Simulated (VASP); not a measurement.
Given:

```
CELL_PARAMETERS angstrom
      1.56409    -2.70909     0.00000
      1.56409     2.70909     0.00000
      0.00000     0.00000     5.01257
ATOMIC_POSITIONS crystal
  Al 0.66667 0.33333 0.50000
  Al 0.33333 0.66667 0.00000
  N  0.66667 0.33333 0.88200
  N  0.33333 0.66667 0.38200
```

Computed with PBE GGA, VASP's PBE PAW potentials (set 64) (plane waves; VASP 6.6.1). Numerical set-up: PREC = Normal, EDIFF = 1E-5, 400 eV cut-off, 12×12×8 Γ-centred mesh, Gaussian smearing of 0.050 eV, potentials Al N.

At this cut-off the stress carries a Pulay error, which pulls relaxed volumes low.

Estimate the energy per atom (σ→0), pressure, band gap (on the k-mesh) with the smallest direct gap where there is one.

```json
{
 "band gap (on the k-mesh)": "4.05 eV",
 "smallest direct gap (on the k-mesh)": "4.05 eV",
 "energy per atom (σ→0)": "-7.446 eV/atom",
 "pressure": "-3.17 GPa"
}
```

Only differences to runs with the same potentials and settings are physical.

The compound is AlN in the wurtzite structure. It was relaxed first.
